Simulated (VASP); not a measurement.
Energy against volume of KBr (rock salt). These are optB88-vdW, VASP's PBE PAW potentials (set 64) (plane waves; VASP) values and carry that method's errors. Settings: 520 eV cut-off, 7×7×7 Γ-centred mesh, Gaussian smearing of 0.050 eV, potentials K_sv Br.

```csv
V (Å³/atom),E (eV/atom)
34.412,-1.21899
35.476,-1.22060
36.540,-1.21885
37.604,-1.21428
```

Problem. Fit these four points and predict the energy of the run at 33.347 Å³/atom.

Solution. A cubic in V^(−2/3), the third-order Birch-Murnaghan form, passes through the four points with V0 = 35.42 Å³/atom and B0 = 17 GPa, and gives -1.2134 eV/atom there. The run gave -1.2134 eV/atom, -0.0 meV/atom from the fit; all five points give B0 = 17 GPa.

The compound is KBr in the rock salt structure. It was relaxed first.
